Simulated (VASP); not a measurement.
Crystal: ZnO.

```xyz
4
Lattice="3.2493 0.0000 0.0000 -1.6247 2.8140 0.0000 0.0000 0.0000 5.2057" Properties=species:S:1:pos:R:3 pbc="T T T"
Zn    0.0000    1.8760    2.6029
Zn    1.6247    0.9380    0.0000
O     1.6247    0.9380    1.9730
O     0.0000    1.8760    4.5759
```

```yaml
Program: VASP 6.6.1
Task: relaxation of cell and atoms
Functional: PBE
Potentials_or_basis: VASP PAW PBE potentials, release 64 (Zn, O)
Cutoff: 600 eV
k_mesh: 9 × 9 × 5
Occupations: gaussian, width 0.03 eV
Spin: no spin polarisation
```

At the start: pressure 5.8 GPa; volume 11.90 Å³/atom.

Task: How do energy, volume and symmetry change on relaxing?

Result: Over 14 steps the energy falls by 8.9 meV/atom and the volume is 12.39 Å³/atom (+4.1 %); space group P6_3mc (No. 186, to 0.05 Å).

Step by step:
| step | energy change (eV) | largest force (eV/Å) | pressure (GPa) | volume (Å³) |
| --- | --- | --- | --- | --- |
| 1 | 0.0000 | 0.0741 | 5.83 | 47.60 |
| 2 | -0.0270 | 0.0268 | -2.61 | 50.64 |
| 3 | -0.0357 | 0.0011 | -0.01 | 49.59 |
| 4 | -0.0357 | 0.0022 | -0.06 | 49.63 |
| 5 | -0.0357 | 0.0108 | -0.01 | 49.62 |
| 6 | -0.0357 | 0.0152 | -0.10 | 49.62 |
| 7 | -0.0358 | 0.0116 | -0.01 | 49.57 |
| 8 | -0.0357 | 0.0100 | 0.08 | 49.54 |
| 9 | -0.0357 | 0.0103 | 0.14 | 49.54 |
| 10 | -0.0358 | 0.0109 | 0.11 | 49.56 |
| 11 | -0.0358 | 0.0125 | 0.00 | 49.56 |
| 12 | -0.0358 | 0.0103 | 0.12 | 49.56 |
| 13 | -0.0358 | 0.0121 | 0.06 | 49.56 |
| 14 | -0.0358 | 0.0025 | 0.06 | 49.57 |

Final structure:
```cif
data_structure
_symmetry_space_group_name_H-M 'P 1'
_symmetry_Int_Tables_number 1
_cell_length_a 3.2864
_cell_length_b 3.2864
_cell_length_c 5.2998
_cell_angle_alpha 90.000
_cell_angle_beta 90.000
_cell_angle_gamma 120.000
_cell_volume 49.57
loop_
_atom_site_label
_atom_site_type_symbol
_atom_site_fract_x
_atom_site_fract_y
_atom_site_fract_z
_atom_site_occupancy
Zn1 Zn 0.33333 0.66667 0.49982 1
Zn2 Zn 0.66667 0.33333 0.99982 1
O1 O 0.66667 0.33333 0.37919 1
O2 O 0.33333 0.66667 0.87919 1
```
